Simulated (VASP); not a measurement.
Computed with SCAN meta-GGA, VASP's PBE PAW potentials (set 64) (plane waves; VASP).

A VASP calculation is set up with these files.

### KPOINTS
```
Automatic mesh
0
Gamma
10 10 10
0 0 0
```

**INCAR**
```
ISMEAR = 1   ! Methfessel-Paxton
EDIFF = 1E-7
LMAXMIX = 4   ! l cut-off of mixed one-centre charges
LREAL = .False.   ! projection in real space or not
ALGO = Normal   ! blocked Davidson
SIGMA = 0.1   ! width (eV)
LASPH = .True.
LMIXTAU = .True.
LWAVE = .False.
ISIF = 2   ! forces and stress, cell fixed
NELM = 100   ! most electronic steps
METAGGA = SCAN
SYSTEM = CoSi2
ENCUT = 520
LCHARG = .False.
PREC = Accurate
```

### POSCAR
```
CoSi2
2.6505570
  0.0000000000   1.0000000262   1.0000000262
  1.0000000262   0.0000000000   1.0000000262
  1.0000000262   1.0000000262   0.0000000000
Co Si
1 2
Cart
  0.0000000000   0.0000000000   0.0000000000
  0.5000000131   0.5000000131   0.5000000131
  1.5000000393   1.5000000393   1.5000000393
```

POTCAR, in this order: Co Si (PBE.64 set). Program: vasp_std.

Output

### OUTCAR
```
 ion  position               nearest neighbor table
   1  0.000  0.000  0.000-   3 2.30   3 2.30   3 2.30   2 2.30   3 2.30   2 2.30   2 2.30   2 2.30
  LATTYP: Found a face centered cubic cell.
 ALAT       =     5.3011141388
 Subroutine PRICEL returns:
 Original cell was already a primitive cell.
 Subroutine GETGRP returns: Found 48 space group operations
The static configuration has the point symmetry O_h .
The dynamic configuration has the point symmetry O_h .
 Subroutine INISYM returns: Found 48 space group operations
 Subroutine IBZKPT returns following result:
 Found     47 irreducible k-points:

 Following reciprocal coordinates:
            Coordinates               Weight
  0.000000  0.000000  0.000000      1.000000
  0.100000  0.000000  0.000000      8.000000
  0.200000  0.000000  0.000000      8.000000
  0.300000  0.000000  0.000000      8.000000
  0.400000  0.000000  0.000000      8.000000
  0.500000  0.000000  0.000000      4.000000
  0.100000  0.100000  0.000000      6.000000
  0.200000  0.100000  0.000000     24.000000
  0.300000  0.100000  0.000000     24.000000
  0.400000  0.100000  0.000000     24.000000
  0.500000  0.100000  0.000000     24.000000
 -0.400000  0.100000  0.000000     24.000000
 -0.300000  0.100000  0.000000     24.000000
 -0.200000  0.100000  0.000000     24.000000
 -0.100000  0.100000  0.000000     12.000000
  0.200000  0.200000  0.000000      6.000000
  0.300000  0.200000  0.000000     24.000000
  0.400000  0.200000  0.000000     24.000000
  0.500000  0.200000  0.000000     24.000000
 -0.400000  0.200000  0.000000     24.000000
 -0.300000  0.200000  0.000000     24.000000
 -0.200000  0.200000  0.000000     12.000000
  0.300000  0.300000  0.000000      6.000000
  0.400000  0.300000  0.000000     24.000000
  0.500000  0.300000  0.000000     24.000000
...
```

### OSZICAR
```
       N       E                     dE             d eps       ncg     rms          rms(c)
DAV:   1     0.565446000150E+02    0.56545E+02   -0.73997E+03  1128   0.142E+03
DAV:   2    -0.375070986676E+02   -0.94052E+02   -0.87789E+02  1160   0.268E+02
DAV:   3    -0.423382854154E+02   -0.48312E+01   -0.46295E+01  1440   0.715E+01
DAV:   4    -0.424387178739E+02   -0.10043E+00   -0.10029E+00  1348   0.975E+00
DAV:   5    -0.424417604017E+02   -0.30425E-02   -0.30422E-02  1504   0.181E+00    0.166E+01
DAV:   6    -0.442303397101E+02   -0.17886E+01   -0.49545E+01  1352   0.157E+02    0.189E+01
DAV:   7    -0.384478480286E+02    0.57825E+01   -0.17512E+01  1448   0.110E+02    0.432E+00
DAV:   8    -0.385601618951E+02   -0.11231E+00   -0.19395E+00  1696   0.204E+01    0.323E+00
DAV:   9    -0.385024817658E+02    0.57680E-01   -0.50896E-01  1364   0.135E+01    0.579E-01
DAV:  10    -0.384886658966E+02    0.13816E-01   -0.13673E-01  1136   0.577E+00    0.476E-01
DAV:  11    -0.384991609284E+02   -0.10495E-01   -0.73169E-02  1140   0.427E+00    0.142E-01
DAV:  12    -0.384944787450E+02    0.46822E-02   -0.19768E-02  1160   0.188E+00    0.753E-02
DAV:  13    -0.384942016339E+02    0.27711E-03   -0.16254E-03  1268   0.517E-01    0.637E-02
DAV:  14    -0.384940481309E+02    0.15350E-03   -0.83469E-04  1196   0.501E-01    0.149E-02
DAV:  15    -0.384940660558E+02   -0.17925E-04   -0.22366E-04  1236   0.237E-01    0.778E-03
DAV:  16    -0.384940627464E+02    0.33095E-05   -0.53482E-05  1196   0.119E-01    0.474E-03
DAV:  17    -0.384940569730E+02    0.57733E-05   -0.61895E-06  1276   0.406E-02    0.183E-03
DAV:  18    -0.384940566872E+02    0.28585E-06   -0.55262E-07  1356   0.116E-02    0.501E-04
DAV:  19    -0.384940572591E+02   -0.57198E-06   -0.22422E-07   824   0.856E-03    0.885E-04
DAV:  20    -0.384940572946E+02   -0.35464E-07   -0.35709E-08   672   0.404E-03
   1 F= -.38494057E+02 E0= -.38493976E+02  d E =-.244617E-03
```

**OUTCAR**
```
------------------------ aborting loop because EDIFF is reached ----------------------------------------
  FORCE on cell =-STRESS in cart. coord.  units (eV):
  Direction    XX          YY          ZZ          XY          YZ          ZX
  --------------------------------------------------------------------------------------
  Total       -0.0181440     -0.0181440     -0.0181440      0.0000000      0.0000000      0.0000000
  in kB       -0.7805517     -0.7805517     -0.7805517      0.0000000      0.0000000      0.0000000
  external PRESSURE =      -0.7805517 kB  Pullay stress =       0.0000000 kB
  volume of cell :       37.24
      direct lattice vectors                 reciprocal lattice vectors
     0.000000000  2.650557069  2.650557069    -0.188639590  0.188639590  0.188639590
     2.650557069  0.000000000  2.650557069     0.188639590 -0.188639590  0.188639590
     2.650557069  2.650557069  0.000000000     0.188639590  0.188639590 -0.188639590
 POSITION                                       TOTAL-FORCE (eV/Angst)
 -----------------------------------------------------------------------------------
      0.00000      0.00000      0.00000         0.000000      0.000000      0.000000
      1.32528      1.32528      1.32528         0.000000     -0.000000      0.000000
      3.97584      3.97584      3.97584        -0.000000     -0.000000     -0.000000
 -----------------------------------------------------------------------------------
    total drift:                               -0.000000     -0.000000      0.000000
  FREE ENERGIE OF THE ION-ELECTRON SYSTEM (eV)
  ---------------------------------------------------
  free  energy   TOTEN  =       -38.4940572946 eV

  energy  without entropy=      -38.4938126774  energy(sigma->0) =      -38.49397576
```
(Selected blocks of OUTCAR.)

The compound is CoSi2 in the fluorite structure. It was relaxed first. The run is not spin-polarised, so no magnetic state was tried. The electron count is odd and the run is not spin-polarised, which forces a metal.
